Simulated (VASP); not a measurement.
VASP input:

POSCAR:
```
V2O3
1
    2.4248290000     1.3999760000     4.4125070000
   -2.4248290000     1.3999760000     4.4125070000
    0.0000000000    -2.7999510000     4.4125070000
V O
4 6
Direct
  0.3521600000   0.3521600000   0.3521600000
  0.1478400000   0.1478400000   0.1478400000
  0.6478400000   0.6478400000   0.6478400000
  0.8521600000   0.8521600000   0.8521600000
  0.5561000000   0.9439000000   0.2500000000
  0.2500000000   0.5561000000   0.9439000000
  0.9439000000   0.2500000000   0.5561000000
  0.4439000000   0.0561000000   0.7500000000
  0.7500000000   0.4439000000   0.0561000000
  0.0561000000   0.7500000000   0.4439000000
```

KPOINTS:
```
Automatic
0
Gamma
  4 4 4
```

**INCAR**
```
SYSTEM = V2O3
PREC = Accurate; ENCUT = 520; LREAL = .FALSE.
LASPH = .TRUE.
EDIFF = 1E-6; NELM = 100; ALGO = Normal
LMAXMIX = 4
ISMEAR = 0; SIGMA = 0.05
GGA = PE
MAGMOM = 4*2.0 6*0.0
ISPIN = 2
LDAUL = 2 -1
LDAUU = 3.25 0
LDAUJ = 0 0
LDAU = .TRUE.; LDAUTYPE = 2
ISIF = 2
LWAVE = .FALSE.; LCHARG = .FALSE.; LORBIT = 11
```

POTCAR, in this order: V_sv O (PBE.64 set). Program: vasp_std.

Translate this PBE+U calculation to Quantum ESPRESSO's pw.x.

One equivalent input (not run):
```
&CONTROL
  calculation = 'scf'
  pseudo_dir = './pseudo'
  outdir = './out'
  tprnfor = .true.
  tstress = .true.
/
&SYSTEM
  ibrav = 0
  nat = 10
  ntyp = 2
  ecutwfc = 84
  occupations = 'smearing'
  smearing = 'gaussian'
  degauss = 0.003675
  input_dft = 'pbe'
  nspin = 2
  starting_magnetization(1) = 0.2
/
&ELECTRONS
  conv_thr = 7.3e-08
  electron_maxstep = 100
/
ATOMIC_SPECIES
  V 50.941 V.upf
  O 15.999 O.upf
CELL_PARAMETERS angstrom
     2.4248290    1.3999760    4.4125070
    -2.4248290    1.3999760    4.4125070
     0.0000000   -2.7999510    4.4125070
ATOMIC_POSITIONS crystal
  V    0.3521600  0.3521600  0.3521600
  V    0.1478400  0.1478400  0.1478400
  V    0.6478400  0.6478400  0.6478400
  V    0.8521600  0.8521600  0.8521600
  O    0.5561000  0.9439000  0.2500000
  O    0.2500000  0.5561000  0.9439000
  O    0.9439000  0.2500000  0.5561000
  O    0.4439000  0.0561000  0.7500000
  O    0.7500000  0.4439000  0.0561000
  O    0.0561000  0.7500000  0.4439000
K_POINTS automatic
  4 4 4 0 0 0
HUBBARD {ortho-atomic}
U V-3d 3.25
```
Limits of the translation: the potentials are each code's own (VASP's PAW set, PseudoDojo norm-conserving files in pw.x), so ENCUT and ecutwfc are chosen apart and not converted; conv_thr bounds pw.x's estimated SCF error, while EDIFF bounds the energy change between steps; starting_magnetization is a fraction of the valence charge and MAGMOM a moment in μB, so they match only roughly; the +U projectors differ (PAW spheres against orthogonalised atomic orbitals), so the same U acts differently.

The structure was generated: V2O3 was put into an ordered model structure, which need not be its known phase. The cell was not relaxed at this level. The k-mesh is coarse (spacing up to 0.39 per Å, 2π included), so the numbers may not be converged in it. The run is one of a series of settings (ENCUT = 520 against the base run), some of them coarse on purpose.
